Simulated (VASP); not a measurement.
All values below come from SCAN meta-GGA, VASP's PBE PAW potentials (set 64) (plane waves; VASP).

VASP ran on this input.

### POSCAR
```
Ta
1
   -1.6381339423     1.6381339423     1.6381339423
    1.6381339423    -1.6381339423     1.6381339423
    1.6381339423     1.6381339423    -1.6381339423
Ta
1
Direct
  0.0000000000   0.0000000000   0.0000000000
```

### INCAR
```
# general
SYSTEM =Ta
PREC   =Accurate
ENCUT  =520
LREAL  =.FALSE.   # projection in real space or not
LASPH  =.TRUE.

# electronic loop
EDIFF  =1E-6   # SCF stop (eV)
NELM   =100   # most electronic steps
ALGO   =Normal   # blocked Davidson
LMAXMIX=6
LMIXTAU=.TRUE.

# smearing
ISMEAR =1
SIGMA  =0.1   # width (eV)

# functional
METAGGA=SCAN

# ions
IBRION =2   # conjugate gradients
NSW    =60   # most ionic steps
ISIF   =3   # ions, shape and volume
EDIFFG =-0.01   # ionic stop

# output
LWAVE  =.FALSE.
LCHARG =.FALSE.
```

### KPOINTS
```
K-points
0
Gamma
14 14 14
0 0 0
```

POTCAR, in this order: Ta_pv (PBE.64 set). Program: vasp_std.

### Question
What will the output report for the number of irreducible k-points (NKPTS), largest plane-wave count, number of space-group operations, FFT grid (NGX, NGY, NGZ)?

### Answer

- number of irreducible k-points (NKPTS) = 104
- largest plane-wave count = 490
- number of space-group operations = 48
- FFT grid (NGX, NGY, NGZ) = 24 × 24 × 24

The compound is Ta in the bcc structure. It was relaxed first. The start is the result of an earlier pass.
